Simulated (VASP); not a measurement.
Input:

```
V
1.0
   -1.50661     1.50661     1.50661
    1.50661    -1.50661     1.50661
    1.50661     1.50661    -1.50661
V
1
Direct
  0.00000   0.00000   0.00000
```

These are r2SCAN meta-GGA, VASP's PBE PAW potentials (set 64) (plane waves; VASP) values and carry that method's errors. Numerical set-up: 520 eV cut-off, 17×17×17 Γ-centred mesh, first-order Methfessel-Paxton smearing of 0.10 eV, potentials V_sv.

Q: Give the stress tensor in GPa (positive for a compressed cell).

A: 
```
-4.85   0.00   0.00
 0.00  -4.85   0.00
 0.00   0.00  -4.85
```
The pressure is its mean diagonal, -4.85 GPa.

The compound is V in the bcc structure. This cell is one point of a volume scan, at 1.03 of the reference volume. The run is not spin-polarised, so no magnetic state was tried.
